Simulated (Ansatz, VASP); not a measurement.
# SnTe in two plane-wave programs, part 2 of 2

Wanted: the spread between two codes on one cell, functional and k mesh. The cell is taken from a series of runs on this material, whose earlier steps may have relaxed, scaled, displaced or heated it; both programs get it as it stands.

VASP 6.6.1 and Ansatz 0.2.0.

So far: Set-up; VASP: zone-centre phonons, r2SCAN.

## Step 3: Ansatz: zone-centre phonons, r2SCAN

Level of this step: Ansatz beside VASP: Kohn-Sham DFT, plane waves, r2SCAN (Ansatz).

Ansatz runs on its PAW soft_1 files.

The same cell, functional, mesh and smearing now go to Ansatz, which takes its cutoff from its data sets.

File input.yaml:

```yaml
crystal:
  lattice:
    - [0.0, 3.1858209964, 3.1858209964]
    - [3.1858209964, 0.0, 3.1858209964]
    - [3.1858209964, 3.1858209964, 0.0]
  atoms:
    - { symbol: Sn, position: [0.0, 0.0, 0.0] }
    - { symbol: Te, position: [0.5, 0.5, 0.5] }
kpoints:
  mp_grid: { grid: [12, 12, 12] }
hamiltonian:
  xc: r2scan
  pseudopotentials: { kind: paw, azcp: { folder: soft_1 } }
scf:
  occupations: { method: gaussian, width: 0.01 }
output:
  eigenvalues: true
phonons:
  method: dfpt
```

Started as:

```bash
> ansatz run input.yaml --threads 4 --pin off --max-ram 15360MiB --backend cpu --events-out ev --progress --plain --runs-dir out
```

Numbers of over 12 decimals in the logs are rounded to 6 here.

The program printed:

```text
Engine: ansatz 0.2.0, aarch64-unknown-linux-gnu
Pseudopotentials: kind: paw
Pseudopotential: Sn, paw, valence charge 14, recommended cutoff 500 eV (meta_gga), soft_1/Sn.paw.azcp
Pseudopotential: Te, paw, valence charge 16, recommended cutoff 500 eV (meta_gga), soft_1/Te.paw.azcp
Functional definition: r2SCAN
  parameter k0 = 0.174
  parameter k1 = 0.065
  parameter a1 = 4.9479
  exchange = r2scan_x(k0 = k0, k1 = k1, a1 = a1)
  correlation = r2scan_c
Crystal: 2 atoms, lattice volume = 64.669 Å³
Basis set: ecut = 500 eV, 1639 PW (Γ), exchange–correlation on 180×180×180 points (125 copies of the dense FFT grid, shifted against one another)
Bands: 19, of which v1, the nominal top of the filled ones, is band 15 counted from 1 (14 counted from 0)
Symmetry: 48 space group operations
k-points: 163 of 1728 (irreducible under 8 space group operations, time reversal used)
Non-local potential: Sn, projectors of the file, l = 0: 2, l = 1: 2, l = 2: 2, l = 3: 1
Non-local potential: Te, projectors of the file, l = 0: 2, l = 1: 2, l = 2: 2, l = 3: 1
PAW form: soft (Blöchl's): semilocal exchange-correlation on the pseudo side does not see the compensation charge
PAW frozen core: Sn, regenerated for the run's functional (the file was generated under x = pbe(κ = 0.804, μ = 0.219515), c = pbe(β = 0.066725))
PAW frozen core: Te, regenerated for the run's functional (the file was generated under x = pbe(κ = 0.804, μ = 0.219515), c = pbe(β = 0.066725))
PAW one-centre angular grid: Sn, 590 points (default); XC on 160 Gauss nodes
PAW one-centre angular grid: Te, 590 points (default); XC on 160 Gauss nodes
Initial density: superposition of atomic densities (chi_scale 0.1, normalization cell, long waves kept (reshape's long-wave potential 0.00 eV rms))
Initial wavefunctions: pseudopotential atomic-orbital guess
Functional: x = r2scan, c = r2scan; τ floored in thin density (d = 2e-4 eV/Å³)
iter 1 solved again at ethr=4.08e-4 eV; its pass at ethr=3.10e-3 eV (dr2=1.23e-1 eV) is discarded
SCF iter   1: F=—  HF=-13034.075826 eV  |F-HF|=—  |Δ(HF+E_count)|=         —  Δρ=1.34e-2  dr2=1.21e-1  dr2_τ=1.45e-3  ethr=4.08e-4  ⟨swp⟩=1.2  Hψ=22772  notcnv=0
preconditioner: auto → none  [insulator: Δε(μ)=0.069 eV  Ē_g=9.022 eV  σ=0.010 eV  W_gap=1.00  n_scr=14 (ndim 8)  ℏωp=14.6 eV  f_vac=0.000  D(μ)=0.00/eV (n_scr^D=0)  ε∞_Penn≈3.6]
SCF iter   2: F=—  HF=-13034.119820 eV  |F-HF|=—  |Δ(HF+E_count)|=   4.40e-2  Δρ=6.77e-3  dr2=2.13e-2  dr2_τ=5.31e-4  ethr=4.03e-4  ⟨swp⟩=2.6  Hψ=4653  notcnv=0
SCF iter   3: F=—  HF=-13034.133925 eV  |F-HF|=—  |Δ(HF+E_count)|=   1.41e-2  Δρ=2.17e-3  dr2=4.72e-3  dr2_τ=2.32e-5  ethr=7.11e-5  ⟨swp⟩=3.0  Hψ=6703  notcnv=0
SCF iter   4: F=—  HF=-13034.133504 eV  |F-HF|=—  |Δ(HF+E_count)|=   4.21e-4  Δρ=4.57e-4  dr2=9.11e-5  dr2_τ=1.81e-6  ethr=1.57e-5  ⟨swp⟩=3.0  Hψ=5192  notcnv=0
SCF iter   5: F=—  HF=-13034.133551 eV  |F-HF|=—  |Δ(HF+E_count)|=   4.72e-5  Δρ=6.02e-5  dr2=2.12e-6  dr2_τ=7.07e-8  ethr=3.04e-7  ⟨swp⟩=2.7  Hψ=5251  notcnv=0
SCF iter   6: F=—  HF=-13034.133550 eV  |F-HF|=—  |Δ(HF+E_count)|=   4.91e-7  Δρ=1.77e-5  dr2=1.06e-7  dr2_τ=3.83e-9  ethr=7.06e-9  ⟨swp⟩=2.0  Hψ=5375  notcnv=0
SCF iter   7: F=—  HF=-13034.133551 eV  |F-HF|=—  |Δ(HF+E_count)|=   2.73e-7  Δρ=5.42e-6  dr2=2.96e-8  dr2_τ=1.51e-10  ethr=3.55e-10  ⟨swp⟩=2.0  Hψ=5552  notcnv=0
SCF iter   8: F=—  HF=-13034.133551 eV  |F-HF|=—  |Δ(HF+E_count)|=   8.71e-9  Δρ=7.37e-7  dr2=6.12e-10  dr2_τ=3.04e-12  ethr=9.85e-11  ⟨swp⟩=2.0  Hψ=5548  notcnv=0
SCF iter   9: F=-13034.133551 eV  HF=-13034.133551 eV  |F-HF|=3.64e-12  |Δ(HF+E_count)|=  2.87e-10  Δρ=6.29e-8  dr2=2.99e-12  dr2_τ=2.66e-14  ethr=1.00e-12  ⟨swp⟩=6.7  Hψ=19492  notcnv=0
SCF 1 converged in 9 iterations: F = -13034.133551 eV  dr2 = 2.99e-12
  greatest PAW one-centre occupation: 0.997 electrons in one spin orbital (limit 2), on the Te atom at site 1 (counted from 0), in its partial waves of l = 2
DFPT response loops at Γ: preconditioner auto → Resta (q_TF=auto, 2.400 Å⁻¹)  ε∞=21.2 (no band partly filled); β = 1.00, the filter's whole step (`scf.mixing.beta` (0.50) is not read by the response loops at its default; to damp them type it under 1.00, their step now; it binds the ground state too); Broyden in place of MSR1
SCF converged after 9 iterations
Free energy (F): -13034.133551 eV
Harris-Foulkes:  -13034.133551 eV  (|F-HF|=3.64e-12)
Internal energy: -13034.133551 eV  (E = F + TS)
E sigma→0 (E₀):  -13034.133551 eV
Fermi energy:    9.336312 eV
--- Per-component energies (eV) ---
  E_band       = -386.869546
  E_kinetic    = 336.673415
  E_local      = -2730.911089  (includes V_loc(G=0)·N_el)
  E_nonlocal   = 210.767969
  E_hartree    = 1358.982724
  E_xc         = -227.812183
  E_vxc        = -192.623203  (∫ρ·V_xc dr)
  E_paw        = -9089.477497  (= ΣΔE_a)
  E_vpaw       = -740.716639  (= ΣTr[D̂ρ^β])
  E_aug_tail   = 0.000111  (compensation charges beyond the density's cutoff)
  E_vtau       = 11.974464  (kinetic-family band-sum trace: ∫τ·v_τ [+ j·A + Jᵃ·Aᵃ] dr)
  E_ewald      = -2893.377196
  E_core_change = 1.020195  (= ΣΔE_core)
  E_smearing   = -0.000000  (= −TS)
  E_closure    = 0.000000  (closes the sum)
  Σ components = -13034.133551   (vs F -13034.133551, Δ=0.00e0)
--- Band table (eV; the first three rows and the last of 163) ---
  k-point 0: bands = [... 11 lower, 4.3961, 6.8695, 6.8695, 6.8695, 12.6261, 12.6261, 12.6261, 14.3166]
  k-point 1: bands = [... 11 lower, 4.0204, 6.8816, 6.8816, 7.1577, 12.2810, 12.2810, 12.3227, 14.2631]
  k-point 2: bands = [... 11 lower, 3.2197, 6.9205, 6.9205, 7.7010, 11.5663, 11.5663, 11.6695, 14.3115]
  k-point 162: bands = [... 11 lower, 1.6158, 4.2633, 4.2633, 8.2382, 10.1087, 14.0836, 14.0836, 15.4531]
--- Phonons (Γ-DFPT): 2 representative perturbations + reference, on 163 of 1728 k-points (Σ response iterations 14) ---
  k mesh reduced under 8 symmetry operations, with k and −k counted as one. Each operation leaves every solved perturbation unchanged. A smaller set is not considered because the functional reads the kinetic-energy density
  ASR residual: 1.716e-4 → 0.000e0 eV/Å²; symmetrization residual: 5.514e-5 eV/Å²
  ASR residual per site (eV/Å²): 1.33e-4 1.72e-4
  Γ frequencies (cm⁻¹): -49.03 -49.03 -49.03 0.00 0.00 0.00
  non-analytic LO–TO correction: not included (Born effective charges unavailable; polar crystals: no LO–TO splitting at Γ)
```

## Step 4: Side by side

Known differences besides the potentials themselves: VASP keeps PBE cores, Ansatz makes them for the functional; the data sets hold 30 valence electrons in Ansatz (on its PAW soft_1 files) and 20 in VASP; the cutoff is 500 eV in Ansatz and 550 eV in VASP; VASP uses finite displacements, Ansatz perturbation theory. Total energies have different zeros and are not compared.

Both answers:

```
                                                   quantity  Ansatz   VASP  difference
optical mode 1 to 3 (imaginary, printed as negative) (cm⁻¹)   -49.0  -47.4        -1.6
```

Modes are paired by rising frequency, not by their patterns, so a pair may set unlike modes beside each other; they are those without the splitting of longitudinal modes.

## Step 5: What came out

```
r.m.s. difference of the optical zone-centre modes, each program's sorted by frequency (zone-centre phonons, r2SCAN) : 1.6 cm⁻¹
```

In words: The r.m.s. difference of the optical zone-centre modes, each program's sorted by frequency is 1.6 cm⁻¹ (zone-centre phonons, r2SCAN). The data sets hold unlike numbers of valence electrons (30 in Ansatz and 20 in VASP), so part of the differences comes from the potentials. Such differences can come from data sets, numerical settings and the points named under the comparisons, not from the functional's error against experiment.

[Lines on the potential files, build, host, timing and source positions are cut from VASP's logs without a mark.]

[Logs are printed without paths, hosts, clocks, repeated set-up lines and the standing remarks that a program may print on its own settings, such as how far it seeks lower states.]

[Hosts, paths, dates, database ids (printed as entryN), source tags and the programs' standing remarks are cut or masked in the printed files.]
